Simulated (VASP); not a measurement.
Given:

```
CELL_PARAMETERS angstrom
      3.20851     0.00000     0.00000
      0.00000     3.20851     0.00000
      0.00000     0.00000     3.20851
ATOMIC_POSITIONS crystal
  Ag 0.00000 0.00000 0.00000
  As 0.50000 0.50000 0.50000
```

All values below come from r2SCAN meta-GGA, VASP's PBE PAW potentials (set 64) (plane waves; VASP). Run with 400 eV cut-off, 7×7×7 Γ-centred mesh, Gaussian smearing of 0.050 eV, potentials Ag As.

Energy and stress use the plane-wave basis of the starting cell.

Question: The ions, cell shape and volume are relaxed. What does this cell relax into?

Answer: 
```
CELL_PARAMETERS angstrom
      3.34109     0.00000     0.00000
      0.00000     3.34109     0.00000
      0.00000     0.00000     3.34109
ATOMIC_POSITIONS crystal
  Ag 0.00000 0.00000 0.00000
  As 0.50000 0.50000 0.50000
```
Space group Pm-3m (221), at a tolerance of 0.03 Å.

Question: How do energy and volume change from the first to the last step?

Answer: The energy (σ→0) changes by -90.7 meV/atom and the volume by +12.9 %, in 3 ionic steps.

The structure was generated: AgAs was put into the CsCl type (Pm-3m), which need not be its known phase. This run relaxes it. Symmetry was kept, so distortions that lower it aren't found.
